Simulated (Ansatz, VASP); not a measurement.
## GaCo in two plane-wave programs

Wanted: the spread between two codes on one cell, functional and k mesh. The cell is taken from a series of runs on this material, whose earlier steps may have relaxed, scaled, displaced or heated it; both programs get it as it stands.

Main program and level: Ansatz 0.2.0; plane waves, with VASP 6.6.1 beside it; single point at PBE, DFT+U.

### 1. The structure

It takes space group Pm-3m (No. 221, cubic). The conventional cell has a = 2.878 Å, b = 2.878 Å, c = 2.878 Å, α = 90.00°, β = 90.00°, γ = 90.00°. Ga has 8 Co at 2.49 Å nearest. Nearest to Co lie 8 Ga at 2.49 Å. Farther neighbours are not listed.

### 2. Ansatz: single point, PBE, DFT+U

Ansatz runs on its default PAW (the set named soft_2) files.

A single point gives forces, pressure and levels at one fixed geometry, so differences don't come from the geometry; what else differs is listed under the comparison.

Input file input.yaml:

```yaml
crystal:
  lattice:
    - [2.878, 0.0, 0.0]
    - [0.0, 2.878, 0.0]
    - [0.0, 0.0, 2.878]
  atoms:
    - { symbol: Ga, position: [0.5, 0.5, 0.5] }
    - { symbol: Co, position: [0.0, 0.0, 0.0], spin: 2.0 }
magnetization:
  spin_polarized: true
kpoints:
  mp_grid: { grid: [13, 13, 13] }
hamiltonian:
  xc: pbe
  hubbard:
    sites: [{ species: Co, l: d, u_eff: 3.15 }]
    projectors: ortho-atomic
scf:
  occupations: { method: fermi_dirac, width: 0.1 }
output:
  eigenvalues: true
```

Command:

```sh
$ ansatz run input.yaml --threads 4 --pin off --max-ram 8192MiB --backend cpu --events-out ev --progress --plain --runs-dir out
```

Numbers of over 12 decimals in the logs are rounded to 6 here.

Output:

```text
Engine: ansatz 0.2.0, aarch64-unknown-linux-gnu
Pseudopotentials: kind: paw
Pseudopotential: Ga, paw, valence charge 13, recommended cutoff 420 eV (normal), Ga.paw.azcp
Pseudopotential: Co, paw, valence charge 17, recommended cutoff 420 eV (normal), Co.paw.azcp
Functional definition: PBE
  parameter kappa = 0.804
  parameter beta = 0.066725
  exchange = pbe_x(kappa = kappa, mu = beta*pi^2/3)
  correlation = pbe_c(beta = beta)
Crystal: 2 atoms, lattice volume = 23.838 Å³
Basis set: ecut = 420 eV, 461 PW (Γ)
Bands: 20, of which v1, the nominal top of the filled ones, is band 15 counted from 1 (14 counted from 0)
Symmetry: 48 space group operations
Space group: Pm-3m (ITA 221), of the structure as read, at distance tolerance 2.9e-5 Å
Magnetic group: BNS 221.92 (UNI 1594), of the structure as read, at distance tolerance 2.9e-5 Å
k-points: 84 of 2197
Non-local potential: Ga, projectors of the file, l = 0: 2, l = 1: 2, l = 2: 3, l = 3: 1
Non-local potential: Co, projectors of the file, l = 0: 3, l = 1: 2, l = 2: 3, l = 3: 1
PAW form: soft (Blöchl's): semilocal exchange-correlation on the pseudo side does not see the compensation charge
PAW one-centre angular grid: Ga, 590 points (default); XC on 64 Gauss nodes
PAW one-centre angular grid: Co, 590 points (default); XC on 64 Gauss nodes
Initial density: superposition of atomic densities (chi_scale 0.1, normalization cell)
Starting moments: Σ|m| = 2 μB on 1 of 2 sites
Initial wavefunctions: pseudopotential atomic-orbital guess
Functional: x = pbe(κ = 0.804, μ = 0.219515), c = pbe(β = 0.066725)
SCF iter   1: F=—  HF=-8907.650798 eV  |F-HF|=—  |Δ(HF+E_count)|=         —  Δρ=1.38e-1 (↑3.29e-2 ↓1.38e-1)  dr2=5.08e0  dr2_m=9.72e-1  M=0.928 μB ∫|m|=1.196 μB  β_m=0.30  ethr=3.10e-3  ⟨swp⟩=5.3  Hψ=13705  notcnv=0
preconditioner: auto → none  [metal: Δε(μ)=0.013 eV  Ē_g=14.630 eV  σ=0.100 eV  W_gap=0.03  n_scr=6 (ndim 8)  ℏωp=35.7 eV  f_vac=0.000  D(μ)=1.65/eV (n_scr^D=18)  sad-step TF]
SCF iter   2: F=—  HF=-8907.330935 eV  |F-HF|=—  |Δ(HF+E_count)|=   3.20e-1  Δρ=4.58e-2 (↑4.58e-2 ↓3.96e-2)  dr2=4.94e-1  dr2_m=2.88e-1  M=1.039 μB ∫|m|=1.333 μB  β_m=0.30  ethr=3.10e-3  ⟨swp⟩=3.3  Hψ=7502  notcnv=0  defer=39
SCF iter   3: F=—  HF=-8907.274481 eV  |F-HF|=—  |Δ(HF+E_count)|=   5.65e-2  Δρ=3.59e-2 (↑3.40e-2 ↓3.59e-2)  dr2=1.88e-1  dr2_m=2.22e-1  M=0.966 μB ∫|m|=1.280 μB  β_m=0.30  ethr=1.65e-3  ⟨swp⟩=2.1  Hψ=5202  notcnv=0  defer=37
SCF iter   4: F=—  HF=-8907.272329 eV  |F-HF|=—  |Δ(HF+E_count)|=   2.15e-3  Δρ=2.92e-2 (↑2.92e-2 ↓1.96e-2)  dr2=2.07e-2  dr2_m=1.24e-1  M=0.951 μB ∫|m|=1.275 μB  β_m=0.30  ethr=6.26e-4  ⟨swp⟩=2.9  Hψ=6037  notcnv=0  defer=37
SCF iter   5: F=—  HF=-8907.323896 eV  |F-HF|=—  |Δ(HF+E_count)|=   5.16e-2  Δρ=2.51e-2 (↑2.28e-2 ↓2.51e-2)  dr2=1.87e-3  dr2_m=1.24e-1  M=0.877 μB ∫|m|=1.212 μB  β_m=0.30  ethr=6.91e-5  ⟨swp⟩=2.2  Hψ=6786  notcnv=0  defer=33
SCF iter   6: F=—  HF=-8907.365231 eV  |F-HF|=—  |Δ(HF+E_count)|=   4.13e-2  Δρ=2.35e-2 (↑2.35e-2 ↓1.85e-2)  dr2=6.96e-3  dr2_m=9.60e-2  M=0.838 μB ∫|m|=1.176 μB  β_m=0.30  ethr=6.22e-6  ⟨swp⟩=2.0  Hψ=6452  notcnv=0  defer=32
SCF iter   7: F=—  HF=-8907.391717 eV  |F-HF|=—  |Δ(HF+E_count)|=   2.65e-2  Δρ=2.17e-2 (↑1.81e-2 ↓2.17e-2)  dr2=2.24e-3  dr2_m=8.63e-2  M=0.790 μB ∫|m|=1.128 μB  β_m=0.30  ethr=6.22e-6  ⟨swp⟩=2.3  Hψ=5807  notcnv=0  defer=32
SCF iter   8: F=—  HF=-8907.413025 eV  |F-HF|=—  |Δ(HF+E_count)|=   2.13e-2  Δρ=1.97e-2 (↑1.53e-2 ↓1.97e-2)  dr2=3.35e-3  dr2_m=6.68e-2  M=0.760 μB ∫|m|=1.095 μB  β_m=0.30  ethr=6.22e-6  ⟨swp⟩=1.8  Hψ=3982  notcnv=0  defer=32
SCF iter   9: F=—  HF=-8907.427863 eV  |F-HF|=—  |Δ(HF+E_count)|=   1.48e-2  Δρ=1.52e-2 (↑1.44e-2 ↓1.52e-2)  dr2=2.28e-4  dr2_m=4.79e-2  M=0.740 μB ∫|m|=1.071 μB  β_m=0.30  ethr=6.22e-6  ⟨swp⟩=2.0  Hψ=4474  notcnv=0  defer=31
Mixer restart at iter 9: flushing history
spin-set hold released at iteration 9 (site moments contracting): the magnetisation degrees of freedom join the quasi-Newton model from the next iteration; the mixer history was flushed
[...]
SCF 1 converged in 18 iterations: F = -8907.457556 eV  dr2 = 1.56e-9
  greatest PAW one-centre occupation: 1.002 electrons in one spin orbital (limit 2), on the Co atom at site 1 (counted from 0), in its partial waves of l = 1
Bands: 21, of which v1, the nominal top of the filled ones, is band 15 counted from 1 (14 counted from 0)
Symmetry: 1 space group operations
k-points: 1099 of 2197 (time reversal used)
Starting moments: Σ|m| = 3 μB on 1 of 2 sites
[...]
preconditioner: auto → none  [metal: Δε(μ)=0.013 eV  Ē_g=15.993 eV  σ=0.100 eV  W_gap=0.03  n_scr=6 (ndim 8)  ℏωp=35.7 eV  f_vac=0.000  D(μ)=2.22/eV (n_scr^D=26)  sad-step TF]
[...]
SCF iter   8: F=—  HF=-8907.447569 eV  |F-HF|=—  |Δ(HF+E_count)|=   1.13e-2  Δρ=1.08e-2 (↑1.08e-2 ↓3.43e-3)  dr2=8.73e-3  dr2_m=1.01e-2  M=0.650 μB ∫|m|=0.970 μB  β_m=0.37  ethr=1.40e-4  ⟨swp⟩=1.9  Hψ=58047  notcnv=0  defer=2142
SCF iter   9: F=—  HF=-8907.457194 eV  |F-HF|=—  |Δ(HF+E_count)|=   9.63e-3  Δρ=1.90e-3 (↑1.90e-3 ↓1.33e-3)  dr2=8.29e-5  dr2_m=5.43e-4  M=0.649 μB ∫|m|=0.938 μB  β_m=0.41  ethr=2.91e-5  ⟨swp⟩=2.0  Hψ=84498  notcnv=0  defer=2142
SCF iter  10: F=—  HF=-8907.457517 eV  |F-HF|=—  |Δ(HF+E_count)|=   3.23e-4  Δρ=8.44e-4 (↑1.31e-4 ↓8.44e-4)  dr2=1.33e-4  dr2_m=3.70e-5  M=0.649 μB ∫|m|=0.931 μB  β_m=0.71  ethr=2.76e-7  ⟨swp⟩=2.0  Hψ=79983  notcnv=0  defer=2142
SCF iter  11: F=—  HF=-8907.457561 eV  |F-HF|=—  |Δ(HF+E_count)|=   4.40e-5  Δρ=4.40e-4 (↑2.44e-4 ↓4.40e-4)  dr2=7.51e-5  dr2_m=2.45e-6  M=0.649 μB ∫|m|=0.929 μB  β_m=0.81  ethr=2.76e-7  ⟨swp⟩=2.1  Hψ=63585  notcnv=0  defer=2142
SCF iter  12: F=—  HF=-8907.457556 eV  |F-HF|=—  |Δ(HF+E_count)|=   5.18e-6  Δρ=3.37e-5 (↑2.82e-5 ↓3.37e-5)  dr2=6.75e-7  dr2_m=1.59e-8  M=0.649 μB ∫|m|=0.928 μB  β_m=0.82  ethr=2.50e-7  ⟨swp⟩=1.9  Hψ=54057  notcnv=0  defer=2142
iter 13 did not close the SCF: its close was put off for a magnetic moment that had not settled (scf_convergence_deferred on its scf_iter line)
SCF iter  13: F=-8907.457556 eV  HF=-8907.457556 eV  |F-HF|=8.70e-9  |Δ(HF+E_count)|=   1.76e-9  Δρ=1.44e-5 (↑4.41e-6 ↓1.44e-5)  dr2=2.39e-8  dr2_m=1.39e-8  M=0.649 μB ∫|m|=0.928 μB  β_m=0.91  ethr=3.33e-10  ⟨swp⟩=6.1  Hψ=172573  notcnv=0
iter 14 met the thresholds in force, and the SCF goes on: an eigenvalue changes by 0.51 meV, over its tolerance of 0.50 meV (output.eigenvalues, Limitations)
SCF iter  14: F=-8907.457556 eV  HF=-8907.457556 eV  |F-HF|=4.02e-9  |Δ(HF+E_count)|=   2.69e-8  Δρ=6.93e-6 (↑2.81e-6 ↓6.93e-6)  dr2=1.05e-8  dr2_m=3.88e-9  M=0.649 μB ∫|m|=0.928 μB  β_m=0.96  ethr=7.98e-11  ⟨swp⟩=1.0  Hψ=128001  notcnv=0
SCF iter  15: F=-8907.457556 eV  HF=-8907.457556 eV  |F-HF|=7.39e-10  |Δ(HF+E_count)|=   5.77e-9  Δρ=2.47e-6 (↑8.75e-7 ↓2.47e-6)  dr2=1.16e-9  dr2_m=2.39e-10  M=0.649 μB ∫|m|=0.929 μB  ethr=3.49e-11  ⟨swp⟩=1.0  Hψ=112816  notcnv=0
SCF 2 converged in 15 iterations: F = -8907.457556 eV  dr2 = 1.16e-9
the search or the solves at the SCF's close seem to have found levels that the self-consistency loop had missed (the run counts 1). By its estimate they hold under 1e-12 electrons; where the run keeps them, the occupations were computed again with them
SCF converged after 18 iterations
Magnetization: 0.6496 μB (15.3248 up, 14.6752 down)
Absolute magnetization: 0.9284 μB (∫|ρ↑−ρ↓|, with the PAW one-centre terms)
Spin contamination: 0.0706 ħ² per cell (⟨S²⟩ above its minimum at these occupations)
Per-site moments (μB) at R_I (Å): [(-0.044173, 1.028124), (0.783779, 1.028124)]
Free energy (F): -8907.457556 eV
Harris-Foulkes:  -8907.457556 eV  (|F-HF|=2.18e-10)
Internal energy: -8907.429456 eV  (E = F + TS)
E sigma→0 (E₀):  -8907.443506 eV
Entropy (-TS):   -0.028100 eV (-14.050 meV/atom)
Fermi energy:    16.432591 eV
--- Per-component energies (eV) ---
  E_band       = -218.318567
  E_kinetic    = 574.284233
  E_local      = -4494.005561  (includes V_loc(G=0)·N_el)
  E_nonlocal   = 888.852820
  E_hartree    = 1999.312974
  E_xc         = -228.652866
  E_vxc        = -264.127842  (∫ρ·V_xc dr)
  E_hubbard    = 2.075146  (on-site DFT+U / exact-exchange correction)
  E_vhub       = -8.682323  (the Hubbard potential's part of the band-sum identity)
  E_paw        = -3511.679763  (= ΣΔE_a)
  E_vpaw       = -913.263513  (= ΣTr[D̂ρ^β])
  E_aug_tail   = -0.000032  (compensation charges beyond the density's cutoff)
  E_ewald      = -4137.616408
  E_smearing   = -0.028100  (= −TS)
  E_closure    = -0.000000  (closes the sum)
  Σ components = -8907.457556   (vs F -8907.457556, Δ=0.00e0)
--- Band table (eV; the first three rows and the last of 168) ---
  k-point 0 ↑: bands = [... 11 lower, 12.9734, 15.2519, 15.2519, 15.2519, 22.1096, 22.1096, 22.1096, 27.8515, ... 1 higher]
  k-point 1 ↑: bands = [... 11 lower, 12.9842, 15.1805, 15.1805, 15.2521, 21.2209, 22.3034, 22.3034, 27.8731, ... 1 higher]
  k-point 2 ↑: bands = [... 11 lower, 13.0145, 14.9952, 14.9952, 15.2526, 19.5043, 22.8562, 22.8562, 27.9377, ... 1 higher]
  k-point 83 ↓: bands = [... 11 lower, 12.3704, 17.5751, 17.7197, 17.7197, 19.6414, 20.4836, 20.4836, 22.1301, ... 1 higher]
Occupation matrices written to <dir>
```

The column dr2 measures how far the density is from self-consistency, as an energy; F and HF (Harris–Foulkes) agree once it is small.

[end of part 1 of 2]

[Lines on the potential files, build, host, timing and source positions are cut from VASP's logs without a mark.]

[Logs are printed without paths, hosts, clocks, repeated set-up lines and the standing remarks that a program may print on its own settings, such as how far it seeks lower states.]

[Hosts, paths, dates, database ids (printed as entryN), source tags and the programs' standing remarks are cut or masked in the printed files.]
